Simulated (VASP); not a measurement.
Level of theory: PBEsol GGA, VASP's PBE PAW potentials (set 64) (plane waves; VASP).

Input for VASP

KPOINTS:
```
Automatic mesh
0
Gamma
7 7 2
0 0 0
```

**POSCAR**
```
Cd4S3Se
1
    2.0842807383    -3.6100808698     0.0000000000
    2.0842807383     3.6100808698    -0.0000000000
    0.0000000000    -0.0000000000    13.5646788534
Cd Se S
4 1 3
Direct
  0.6666670000   0.3333330000   0.2418233202
  0.3333330000   0.6666670000   0.9971565799
  0.6666670000   0.3333330000   0.7527969447
  0.3333330000   0.6666670000   0.5085540694
  0.6666670000   0.3333330000   0.4362204211
  0.3333330000   0.6666670000   0.1837314747
  0.6666670000   0.3333330000   0.9391801549
  0.3333330000   0.6666670000   0.6945370351
```

### INCAR
```
SYSTEM = Cd4S3Se
PREC = Accurate; ENCUT = 400; LREAL = .False.
LASPH = .True.
EDIFF = 1E-7; NELM = 100; ALGO = Normal
LMAXMIX = 4
ISMEAR = -5
GGA = PS
ISIF = 2
LWAVE = .False.; LCHARG = .True.; LORBIT = 11
NEDOS = 601
LEFG = .True.
```

POTCAR, in this order: Cd Se S (PBE.64 set). Program: vasp_std.

The run wrote:

File OSZICAR:
```
       N       E                     dE             d eps       ncg     rms          rms(c)
DAV:   1     0.446289694825E+03    0.44629E+03   -0.30469E+04  1376   0.125E+03
DAV:   2    -0.587326500940E+00   -0.44688E+03   -0.43880E+03  1555   0.341E+02
DAV:   3    -0.280910660251E+02   -0.27504E+02   -0.27393E+02  1612   0.834E+01
DAV:   4    -0.284520793211E+02   -0.36101E+00   -0.36047E+00  1559   0.919E+00
DAV:   5    -0.284583626487E+02   -0.62833E-02   -0.62806E-02  1604   0.118E+00    0.154E+01
DAV:   6    -0.266332839784E+02    0.18251E+01   -0.45592E+00  1712   0.173E+01    0.119E+01
DAV:   7    -0.266121693072E+02    0.21115E-01   -0.19803E+00  1518   0.601E+00    0.381E+00
DAV:   8    -0.265729492721E+02    0.39220E-01   -0.37458E-01  1638   0.459E+00    0.924E-01
DAV:   9    -0.265726890958E+02    0.26018E-03   -0.42119E-02  1489   0.193E+00    0.264E-01
DAV:  10    -0.265723281025E+02    0.36099E-03   -0.24647E-03  1636   0.454E-01    0.117E-01
DAV:  11    -0.265724927047E+02   -0.16460E-03   -0.55626E-04  1500   0.127E-01    0.719E-02
DAV:  12    -0.265725328694E+02   -0.40165E-04   -0.64121E-05  1569   0.602E-02    0.197E-02
DAV:  13    -0.265725371086E+02   -0.42392E-05   -0.47793E-06  1551   0.135E-02    0.107E-02
DAV:  14    -0.265725414158E+02   -0.43072E-05   -0.61877E-06  1455   0.122E-02    0.672E-03
DAV:  15    -0.265725414382E+02   -0.22401E-07   -0.36450E-07  1496   0.370E-03
   1 F= -.26572541E+02 E0= -.26572541E+02  d E =0.000000E+00
```

### OUTCAR
```
------------------------ aborting loop because EDIFF is reached ----------------------------------------
  FORCE on cell =-STRESS in cart. coord.  units (eV):
  Direction    XX          YY          ZZ          XY          YZ          ZX
  --------------------------------------------------------------------------------------
  Total        0.0108480      0.0108480      0.0593044      0.0000000      0.0000000      0.0000000
  in kB        0.0851429      0.0851429      0.4654628      0.0000000      0.0000000      0.0000000
  external PRESSURE =       0.2119162 kB  Pullay stress =       0.0000000 kB
  volume of cell :      204.13
      direct lattice vectors                 reciprocal lattice vectors
     2.084280738 -3.610080870  0.000000000     0.239890909 -0.138501052  0.000000000
     2.084280738  3.610080870  0.000000000     0.239890909  0.138501052  0.000000000
     0.000000000  0.000000000 13.564678853     0.000000000  0.000000000  0.073720875
 POSITION                                       TOTAL-FORCE (eV/Angst)
 -----------------------------------------------------------------------------------
      2.08428     -1.20336      3.28026         0.000000     -0.000000      0.010900
      2.08428      1.20336     13.52611        -0.000000     -0.000000      0.016441
      2.08428     -1.20336     10.21145        -0.000000     -0.000000     -0.007061
      2.08428      1.20336      6.89837        -0.000000     -0.000000      0.009864
      2.08428     -1.20336      5.91719        -0.000000      0.000000     -0.006025
      2.08428      1.20336      2.49226         0.000000     -0.000000     -0.006903
      2.08428     -1.20336     12.73968        -0.000000      0.000000     -0.004709
      2.08428      1.20336      9.42117         0.000000      0.000000     -0.012507
 -----------------------------------------------------------------------------------
    total drift:                                0.000000     -0.000431     -0.000359
  FREE ENERGIE OF THE ION-ELECTRON SYSTEM (eV)
  ---------------------------------------------------
  free  energy   TOTEN  =       -26.5725414382 eV

  energy  without entropy=      -26.5725414382  energy(sigma->0) =      -26.57254144

 total charge

# of ion       s       p       d       tot
------------------------------------------
    1        0.431   0.321   9.555  10.307
    2        0.429   0.327   9.557  10.312
    3        0.429   0.326   9.557  10.312
    4        0.450   0.342   9.550  10.342
    5        1.444   2.399   0.025   3.867
    6        1.319   2.370   0.000   3.689
    7        1.318   2.372   0.000   3.690
    8        1.318   2.370   0.000   3.688
--------------------------------------------------
tot          7.139  10.827  38.243  56.208

 Electric field gradients after diagonalization (V/A^2)
 (convention: |V_zz| > |V_xx| > |V_yy|)
----------------------------------------------------------------------
 ion       V_xx      V_yy      V_zz     asymmetry (V_yy - V_xx)/ V_zz
----------------------------------------------------------------------
   1      -7.833    -7.828    15.660       0.000
   2      -0.934    -0.929     1.863       0.003
   3      -0.398    -0.393     0.791       0.007
   4       2.422     2.417    -4.839       0.001
   5     -19.426   -19.426    38.852       0.000
   6       3.111     3.109    -6.220       0.000
   7       2.957     2.955    -5.913       0.000
   8       2.277     2.275    -4.553       0.000
```
(Selected blocks of OUTCAR.)

File OUTCAR:
```
 val. band max:        1.3392548401   @ k =   0.0000   0.0000   0.0000

 cond. band min:       2.0748000615   @ k =   0.0000   0.0000   0.0000


 Fermi energy:         1.3571373922

 k-point     1 :       0.0000    0.0000    0.0000
  band No.  band energies     occupation
      1     -11.3356      2.00000
      2     -11.1187      2.00000
      3     -11.1058      2.00000
      4     -10.8946      2.00000
      5      -6.6656      2.00000
      6      -6.6655      2.00000
      7      -6.6406      2.00000
      8      -6.6298      2.00000
      9      -6.6298      2.00000
     10      -6.5945      2.00000
     11      -6.5945      2.00000
     12      -6.4758      2.00000
     13      -6.4758      2.00000
     14      -6.4390      2.00000
     15      -6.3900      2.00000
     16      -6.2438      2.00000
     17      -6.2438      2.00000
     18      -6.1959      2.00000
     19      -6.1959      2.00000
     20      -6.1619      2.00000
     21      -6.1619      2.00000
     22      -6.1073      2.00000
     23      -6.1073      2.00000
     24      -5.8080      2.00000
     25      -3.3463      2.00000
     26      -1.4950      2.00000
     27      -1.4034      2.00000
     28       0.2644      2.00000
     29       0.2645      2.00000
     30       0.5749      2.00000
     31       0.5749      2.00000
     32       0.7892      2.00000
     33       0.7892      2.00000
     34       1.0665      2.00000
     35       1.3392      2.00000
     36       1.3393      2.00000
     37       2.0748      0.00000
     38       3.5752      0.00000
     39       3.6835      0.00000
     40       3.9617      0.00000
     41       6.9670      0.00000
     42       7.2626      0.00000
     43       7.3362      0.00000

 k-point     2 :       0.1429   -0.0000    0.0000
  band No.  band energies     occupation
      1     -11.2644      2.00000
      2     -11.0642      2.00000
      3     -11.0538      2.00000
      4     -10.8630      2.00000
      5      -6.6367      2.00000
...
```

The structure was generated: Cd4S3Se was put into an ordered model structure (P3m1), which need not be its known phase. It was relaxed first.
